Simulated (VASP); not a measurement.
Input:

```
NiSi2
1.0
    0.00000     2.69494     2.69494
    2.69494     0.00000     2.69494
    2.69494     2.69494     0.00000
Si Ni
2 1
Cartesian
  1.34747   1.34747   1.34747
  4.04241   4.04241   4.04241
  0.00000   0.00000   0.00000
```

Computed with r2SCAN meta-GGA, VASP's PBE PAW potentials (set 64) (plane waves; VASP 6.6.1). Run with 520 eV cut-off, 10×10×10 Γ-centred mesh, first-order Methfessel-Paxton smearing of 0.10 eV, potentials Si Ni.

Q: What does the run give for the energy per atom (σ→0), band gap (on the k-mesh) with the smallest direct gap where there is one?

A: 
The band gap (on the k-mesh) is none (metal, semimetal or under 0.01 eV). The energy per atom (σ→0) is -10.177 eV/atom.

The absolute energy has meaning only against runs of the same code, potentials and settings.

The compound is NiSi2 in the fluorite structure. It was relaxed first. The run is not spin-polarised, so no magnetic state was tried.
